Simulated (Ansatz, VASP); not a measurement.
## Two plane-wave programs on TeAu

Contents of INCAR:

```
  PREC = Accurate
  ENCUT = 520
  EDIFF = 1E-6
  ISMEAR = 0
  SIGMA = 0.1
  LREAL = F
  LASPH = T
  NELM = 60
  ALGO = Normal
  ISIF = 2
  LWAVE = F
  LCHARG = T
  GGA = PE
  LELF = T
  LVHAR = T
  NBANDS = 16
```

File KPOINTS:

```
regular mesh
0
Gamma
  6 6 6
```

File POSCAR:

```
TeAu
1.0
    0.0000000000      3.0769727800      3.0769727800
    3.0769727800      0.0000000000      3.0769727800
    3.0769727800      3.0769727800      0.0000000000
Te Au
1 1
Direct
    0.0000000000      0.0000000000      0.0000000000
    0.7500000000      0.7500000000      0.7500000000
```

Input for Ansatz:

```yaml
crystal:
  lattice:
    - [0.0, 3.07697278, 3.07697278]
    - [3.07697278, 0.0, 3.07697278]
    - [3.07697278, 3.07697278, 0.0]
  atoms:
    - { symbol: Te, position: [0.0, 0.0, 0.0] }
    - { symbol: Au, position: [0.75, 0.75, 0.75] }
basis:
  ecutwfc: 420
kpoints:
  mp_grid: { grid: [6, 6, 6] }
hamiltonian:
  xc: pbe
scf:
  occupations: { method: gaussian, width: 0.1 }
  lower_state_search: "off"
output:
  forces: true
  stress: true
  eigenvalues: true
```

Change from the starting cell: species swapped into the GaAs type (F-43m, No. 216).

Alike in both runs: task single point; functional PBE; k mesh 6 × 6 × 6; occupations gaussian, width 0.1 eV; no spin polarisation.

|  | VASP | Ansatz |
| --- | --- | --- |
| version | VASP 6.6.1 | Ansatz 0.2.0 |
| potentials or method | VASP PAW PBE potentials, release 64 (Te, Au) | scalar-relativistic, plane waves, PAW |
| plane-wave cutoff (eV) | 520 | 420 |
| valence electrons in the cell | 17 | 35 |

```tsv
	VASP	Ansatz	Ansatz less VASP
gap on the k mesh at the Fermi level (eV)	none	none	-
pressure (GPa)	3.7	4.0	+0.22
```

A gap of «none» marks a metal or a gap that the smearing closes. With one functional, cell and mesh, what is left measures potentials, basis and numerics. The two sets of potentials don't hold the same shells in valence.

Spin-orbit coupling is left out, which matters for the levels of Au, Te.
